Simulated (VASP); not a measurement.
A VASP calculation is set up with these files.

INCAR:
```
SYSTEM = FeAl
PREC = Accurate; ENCUT = 520; LREAL = .False.
LASPH = .True.
EDIFF = 1E-7; NELM = 100; ALGO = Normal
LMAXMIX = 4
ISMEAR = 1; SIGMA = 0.1
GGA = PE; IVDW = 11
ISIF = 2
LWAVE = .False.; LCHARG = .False.
```

**POSCAR**
```
FeAl
1
    2.8413724077     0.0000000000     0.0000000000
    0.0000000000     2.8413724077     0.0000000000
    0.0000000000     0.0000000000     2.8413724077
Al Fe
1 1
Direct
  0.5000000000   0.5000000000   0.5000000000
  0.0000000000   0.0000000000   0.0000000000
```

KPOINTS:
```
Regular mesh
0
G
  13 13 13
0 0 0
```

POTCAR, in this order: Al Fe (PBE.64 set). Program: vasp_std.

Question: Write an equivalent input for Quantum ESPRESSO's pw.x.

Answer: One equivalent input (not run):
```
&CONTROL
  calculation = 'scf'
  pseudo_dir = './pseudo'
  outdir = './out'
  tprnfor = .true.
  tstress = .true.
/
&SYSTEM
  ibrav = 0
  nat = 2
  ntyp = 2
  ecutwfc = 90
  occupations = 'smearing'
  smearing = 'methfessel-paxton'
  degauss = 0.00735
  input_dft = 'pbe'
  vdw_corr = 'grimme-d3'
  dftd3_version = 3
  dftd3_threebody = .false.
/
&ELECTRONS
  conv_thr = 7.3e-09
  electron_maxstep = 100
/
ATOMIC_SPECIES
  Al 26.982 Al.upf
  Fe 55.845 Fe.upf
CELL_PARAMETERS angstrom
     2.8413724    0.0000000    0.0000000
     0.0000000    2.8413724    0.0000000
     0.0000000    0.0000000    2.8413724
ATOMIC_POSITIONS crystal
  Al   0.5000000  0.5000000  0.5000000
  Fe   0.0000000  0.0000000  0.0000000
K_POINTS automatic
  13 13 13 0 0 0
```
The two are equivalent in intent, not identical: the potentials are each code's own (VASP's PAW set, PseudoDojo norm-conserving files in pw.x), so ENCUT and ecutwfc are chosen apart and not converted; conv_thr bounds pw.x's estimated SCF error, while EDIFF bounds the energy change between steps.

The compound is FeAl in the CsCl type structure. It was relaxed first, which changed the volume by -7 %.
